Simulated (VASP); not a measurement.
All values below come from LDA (Ceperley-Alder, Perdew-Zunger), VASP's LDA PAW potentials (set 64) (plane waves; VASP).

Gaps are without spin-orbit coupling.

Q: Order these relaxed crystals by band gap, smallest first: LiH, Fm-3m (225); AlP, F-43m (216); ZnCdSe2, R3m (160); BAs, F-43m (216).

A: ZnCdSe2, R3m (160) (0.61 eV), BAs, F-43m (216) (1.10 eV), AlP, F-43m (216) (1.42 eV), LiH, Fm-3m (225) (2.52 eV)
